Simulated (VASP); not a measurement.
Output of a VASP run:

OUTCAR:
```
 ion  position               nearest neighbor table
   1  0.333  0.667  0.250-   2 2.16   2 2.16   2 2.21   2 2.21   2 2.23   2 2.23
   2  0.695  0.362  0.750-   1 2.16   1 2.16   1 2.21   1 2.21   1 2.23   1 2.23
  LATTYP: Found a base centered orthorhombic cell.
 ALAT       =     2.2495060000
 B/A-ratio  =     1.7834715711
 C/A-ratio  =     1.5637611102
 Subroutine PRICEL returns:
 Original cell was already a primitive cell.
 Subroutine GETGRP returns: Found  4 space group operations
The static configuration has the point symmetry C_1 .
 The point group associated with its full space group is C_2h.
The dynamic configuration has the point symmetry C_1 .
 Subroutine INISYM returns: Found  4 space group operations
 Subroutine IBZKPT returns following result:
 Found    725 irreducible k-points:

 Following reciprocal coordinates:
            Coordinates               Weight
  0.000000  0.000000  0.000000      1.000000
  0.058824 -0.000000  0.000000      2.000000
 -0.000000  0.058824  0.000000      2.000000
  0.117647 -0.000000  0.000000      2.000000
 -0.000000  0.117647  0.000000      2.000000
  0.176471 -0.000000  0.000000      2.000000
 -0.000000  0.176471  0.000000      2.000000
  0.235294 -0.000000  0.000000      2.000000
 -0.000000  0.235294  0.000000      2.000000
  0.294118 -0.000000  0.000000      2.000000
 -0.000000  0.294118  0.000000      2.000000
  0.352941 -0.000000  0.000000      2.000000
 -0.000000  0.352941  0.000000      2.000000
  0.411765 -0.000000  0.000000      2.000000
 -0.000000  0.411765  0.000000      2.000000
  0.470588 -0.000000  0.000000      2.000000
 -0.000000  0.470588  0.000000      2.000000
  0.058824  0.058824  0.000000      2.000000
  0.117647  0.058824  0.000000      2.000000
  0.058824  0.117647  0.000000      2.000000
  0.176471  0.058824  0.000000      2.000000
  0.058824  0.176471  0.000000      2.000000
  0.235294  0.058824  0.000000      2.000000
  0.058824  0.235294  0.000000      2.000000
  0.294118  0.058824  0.000000      2.000000
  0.058824  0.294118  0.000000      2.000000
  0.352941  0.058824  0.000000      2.000000
  0.058824  0.352941  0.000000      2.000000
  0.411765  0.058824  0.000000      2.000000
  0.058824  0.411765  0.000000      2.000000
  0.470588  0.058824  0.000000      2.000000
  0.058824  0.470588  0.000000      2.000000
 -0.470588  0.058824  0.000000      2.000000
  0.058824 -0.470588  0.000000      2.000000
 -0.411765  0.058824  0.000000      2.000000
  0.058824 -0.411765  0.000000      2.000000
 -0.352941  0.058824  0.000000      2.000000
  0.058824 -0.352941  0.000000      2.000000
 -0.294118  0.058824  0.000000      2.000000
  0.058824 -0.294118  0.000000      2.000000
   k-points           NKPTS =    725   k-points in BZ     NKDIM =    725   number of bands    NBANDS=      6
   number of dos      NEDOS =    301   number of ions     NIONS =      2
   total plane-waves  NPLWV =   6144
   dimension x,y,z NGX =    16 NGY =   16 NGZ =   24
   dimension x,y,z NGXF=    32 NGYF=   32 NGZF=   48
   ions per type =               2
   PREC   = accura    normal or accurate (medium, high low for compatibility)
   ISTART =      0    job   : 0-new  1-cont  2-samecut
   ICHARG =      2    charge: 1-file 2-atom 10-const
   ISPIN  =      1    spin polarized calculation?
   LNONCOLLINEAR =      F non collinear calculations
   LSORBIT =      F    spin-orbit coupling
   INIWAV =      1    electr: 0-lowe 1-rand  2-diag
   ENCUT  =  400.0 eV  29.40 Ry    5.42 a.u.   3.75  3.75  5.74*2*pi/ulx,y,z
   NELM   =    100;   NELMIN=  2; NELMDL= -5     # of ELM steps
   EDIFF  = 0.1E-05   stopping-criterion for ELM
   LREAL  =      F    real-space projection
   NLSPLINE    = F    spline interpolate recip. space projectors
   LMAXMIX     =    2 max onsite mixed and CHGCAR
   VOSKOWN=      0    Vosko Wilk Nusair interpolation
   EDIFFG = 0.1E-04   stopping-criterion for IOM
...
```

File OSZICAR:
```
       N       E                     dE             d eps       ncg     rms          rms(c)
DAV:   1    -0.370962057816E+01   -0.37096E+01   -0.15607E+03  8916   0.444E+02
DAV:   2    -0.755601040516E+01   -0.38464E+01   -0.37166E+01 13488   0.528E+01
DAV:   3    -0.757667304977E+01   -0.20663E-01   -0.20586E-01 10824   0.373E+00
DAV:   4    -0.757669371145E+01   -0.20662E-04   -0.20662E-04 13032   0.113E-01
DAV:   5    -0.757669373905E+01   -0.27595E-07   -0.28152E-07 10680   0.163E-03    0.123E+00
DAV:   6    -0.752975677798E+01    0.46937E-01   -0.65071E-03  9984   0.115E+00    0.752E-01
DAV:   7    -0.751095216735E+01    0.18805E-01   -0.73193E-03 10134   0.120E+00    0.295E-02
DAV:   8    -0.751093416796E+01    0.17999E-04   -0.15310E-05 12648   0.433E-02    0.963E-03
DAV:   9    -0.751093307776E+01    0.10902E-05   -0.24336E-06 10896   0.189E-02    0.901E-04
DAV:  10    -0.751093313789E+01   -0.60131E-07   -0.35907E-09  6870   0.598E-04
   1 F= -.75109331E+01 E0= -.75109324E+01  d E =-.231934E-05
```

**OUTCAR**
```
------------------------ aborting loop because EDIFF is reached ----------------------------------------
  FORCE on cell =-STRESS in cart. coord.  units (eV):
  Direction    XX          YY          ZZ          XY          YZ          ZX
  --------------------------------------------------------------------------------------
  Total        0.1259274     -0.5688631      0.4804292     -0.1597048      0.0000000      0.0000000
  in kB       12.7105046    -57.4182918     48.4921986    -16.1198326      0.0000000      0.0000000
  external PRESSURE =       1.2614705 kB  Pullay stress =       0.0000000 kB
  volume of cell :       15.87
      direct lattice vectors                 reciprocal lattice vectors
     1.124753000 -2.005965000  0.000000000     0.444542046 -0.249256592  0.000000000
     1.124753000  2.005965000  0.000000000     0.444542046  0.249256592  0.000000000
     0.000000000  0.000000000  3.517690000     0.000000000  0.000000000  0.284277466
 POSITION                                       TOTAL-FORCE (eV/Angst)
 -----------------------------------------------------------------------------------
      1.12475      0.66866      0.87942         0.240170     -0.091472      0.000000
      1.18840     -0.66866      2.63827        -0.240170      0.091472      0.000000
 -----------------------------------------------------------------------------------
    total drift:                               -0.000000     -0.000000     -0.000000
  FREE ENERGIE OF THE ION-ELECTRON SYSTEM (eV)
  ---------------------------------------------------
  free  energy   TOTEN  =        -7.5109331379 eV

  energy  without entropy=       -7.5109308185  energy(sigma->0) =       -7.51093236
```
(Selected blocks of OUTCAR.)

### POSCAR
```
Be
1
    1.1247530000    -2.0059650000     0.0000000000
    1.1247530000     2.0059650000     0.0000000000
    0.0000000000     0.0000000000     3.5176900000
Be
2
Direct
  0.3333330000   0.6666670000   0.2500000000
  0.6949610000   0.3616270000   0.7500000000
```

Q: Reconstruct the remaining input files.

A: One answer among several that fit: the input of the run itself, PBE GGA, plane waves, VASP's PBE PAW potentials (set 64).

### KPOINTS
```
Automatic mesh
0
Gamma
17 17 9
0 0 0
```

INCAR:
```
# general
SYSTEM=Be
PREC  =Accurate
ENCUT =400
LREAL =F
LASPH =T

# electronic loop
EDIFF =1E-6
NELM  =100
ALGO  =Normal

# smearing
ISMEAR=1
SIGMA =0.01

# functional
GGA   =PE

# ions
ISIF  =2

# output
LWAVE =F
LCHARG=F
```

POTCAR, in this order: Be (PBE.64 set). Program: vasp_std.

The compound is Be in the hcp structure. The cell was not relaxed at this level, atoms are displaced from their ideal sites. The run is one of a series of settings (SIGMA = 0.01 against the base run), some of them coarse on purpose.
